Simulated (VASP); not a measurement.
Calculation: r2SCAN meta-GGA, VASP's PBE PAW potentials (set 64) (plane waves; VASP 6.6.1).

The input files of a VASP run:

**INCAR**
```
SYSTEM = ZrB2
PREC = Accurate; ENCUT = 600; LREAL = .FALSE.
LASPH = .TRUE.
EDIFF = 1E-7; NELM = 100; ALGO = Normal
LMAXMIX = 4; LMIXTAU = .TRUE.
ISMEAR = 1; SIGMA = 0.1
METAGGA = R2SCAN
IBRION = 2; NSW = 40; ISIF = 3
EDIFFG = -0.01; PSTRESS = 50
LWAVE = .FALSE.; LCHARG = .FALSE.
```

File POSCAR:
```
ZrB2
1.0
  1.5830406730  -2.7419073441   0.0000000000
  1.5830406730   2.7419073441   0.0000000000
  0.0000000000   0.0000000000   3.5563924914
Zr B
1 2
direct
  1.0000000000   1.0000000000   0.0000000000
  0.3333330000   0.6666670000   0.5000000000
  0.6666670000   0.3333330000   0.5000000000
```

KPOINTS:
```
Automatic mesh
0
Gamma
10 10 8
0 0 0
```

POTCAR, in this order: Zr_sv B (PBE.64 set). Program: vasp_std.

Energy and stress use the plane-wave basis of the starting cell.

### Question
Predict the energy per atom (σ→0), volume per atom, band gap (on the k-mesh).

### Answer

| Quantity | Value |
|---|---|
| energy per atom (σ→0) | -13.542 eV/atom |
| band gap (on the k-mesh) | none (metal, semimetal or under 0.01 eV) |
| volume per atom | 10.08 Å^3/atom |

File OSZICAR:
```
...
DAV:   1    -0.406246990153E+02   -0.21434E-04   -0.64260E-03  1920   0.816E-01    0.577E-02
DAV:   2    -0.406246308867E+02    0.68129E-04   -0.15167E-04  2083   0.108E-01    0.319E-02
DAV:   3    -0.406246220949E+02    0.87918E-05   -0.79061E-05  1965   0.970E-02    0.708E-03
DAV:   4    -0.406246342022E+02   -0.12107E-04   -0.95180E-06  2115   0.337E-02    0.433E-03
DAV:   5    -0.406246322935E+02    0.19087E-05   -0.33158E-06  1990   0.196E-02    0.176E-03
DAV:   6    -0.406246345398E+02   -0.22463E-05   -0.23528E-06  1880   0.160E-02    0.381E-04
DAV:   7    -0.406246345760E+02   -0.36188E-07   -0.54859E-08  1320   0.270E-03
   5 F= -.39680465E+02 E0= -.39680404E+02  d E =-.448977E-04
```

The compound is ZrB2 in the AlB2 type structure. This run relaxes it under an external pressure of 5 GPa. Symmetry was kept, so distortions that lower it aren't found.
